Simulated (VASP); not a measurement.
Given:

```
Cu
1.0
    0.00000     1.81409     1.81409
    1.81409     0.00000     1.81409
    1.81409     1.81409     0.00000
Cu
1
Direct
  0.00000   0.00000   0.00000
```

Calculation: SCAN meta-GGA, VASP's PBE PAW potentials (set 64) (plane waves; VASP). Run with 520 eV cut-off, 17×17×17 Γ-centred mesh, first-order Methfessel-Paxton smearing of 0.10 eV, potentials Cu.

Problem. Give the stress tensor in GPa (positive for a compressed cell).

Solution. 
```
-7.97   0.00   0.00
 0.00  -7.97   0.00
 0.00   0.00  -7.97
```
The pressure is its mean diagonal, -7.97 GPa.

The compound is Cu in the fcc structure. This cell is one point of a volume scan, at 1.06 of the reference volume.
